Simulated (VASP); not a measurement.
The input files of a VASP run:

**INCAR**
```
SYSTEM = CuAu
PREC = Accurate
ENCUT = 400
EDIFF = 1E-6
NELM = 100
ALGO = Normal
LREAL = .FALSE.
LASPH = .TRUE.
ISMEAR = 1
SIGMA = 0.1
GGA = PE
LMAXMIX = 6
LWAVE = .FALSE.
LCHARG = .FALSE.
ISIF = 2
LSORBIT = .TRUE.
MAGMOM = 0 0 0 0 0 0
GGA_COMPAT = .FALSE.
```

**POSCAR**
```
CuAu
1
    2.8000000000     0.0000000000     0.0000000000
    0.0000000000     2.8000000000     0.0000000000
    0.0000000000     0.0000000000     3.6700000000
Cu Au
1 1
Direct
  0.0000000000   0.0000000000   0.0000000000
  0.5000000000   0.5000000000   0.5000000000
```

KPOINTS:
```
Automatic mesh
0
Gamma
10 10 8
0 0 0
```

POTCAR, in this order: Cu Au (PBE.64 set). Program: vasp_std.

Q: Does this input run properly? What does VASP do?

A: There is a fault: LSORBIT needs the non-collinear program vasp_ncl. VASP stops with an error: ERROR: Noncollinear calculations require that VASP is compiled without the flag -DNGXhalf and-DNGZhalf. You probably tried to run a noncollinear calculation (LNONCOLLINEAR=T) with the executable vasp_std. Use vasp_ncl instead! ----> I REFUSE TO CONTINUE WITH THIS SICK JOB ... BYE!!! <----

### standard output
```
 POSCAR found type information on POSCAR CuAu
 POSCAR found :  2 types and       2 ions
 Reading from existing POTCAR

 -----------------------------------------------------------------------------
|                                                                             |
|     EEEEEEE  RRRRRR   RRRRRR   OOOOOOO  RRRRRR      ###     ###     ###     |
|     E        R     R  R     R  O     O  R     R     ###     ###     ###     |
|     E        R     R  R     R  O     O  R     R     ###     ###     ###     |
|     EEEEE    RRRRRR   RRRRRR   O     O  RRRRRR       #       #       #      |
|     E        R   R    R   R    O     O  R   R                               |
|     E        R    R   R    R   O     O  R    R      ###     ###     ###     |
|     EEEEEEE  R     R  R     R  OOOOOOO  R     R     ###     ###     ###     |
|                                                                             |
|     ERROR: Noncollinear calculations require that VASP is compiled          |
|     without the flag -DNGXhalf and-DNGZhalf.                                |
|     You probably tried to run a noncollinear calculation                    |
|     (LNONCOLLINEAR=T) with the executable vasp_std. Use vasp_ncl            |
|     instead!                                                                |
|                                                                             |
|       ---->  I REFUSE TO CONTINUE WITH THIS SICK JOB ... BYE!!! <----       |
|                                                                             |
 -----------------------------------------------------------------------------
```

To mend it, run vasp_ncl.

The mended run (PBE GGA with spin-orbit coupling, plane waves, VASP's PBE PAW potentials (set 64)) converges, and its OSZICAR ends with
```
   1 F= -.73457048E+01 E0= -.73458098E+01  d E =0.314956E-03  mag=    -0.0000    -0.0000    -0.0000
```

The compound is CuAu in the L1_0 structure. The cell was not relaxed at this level.
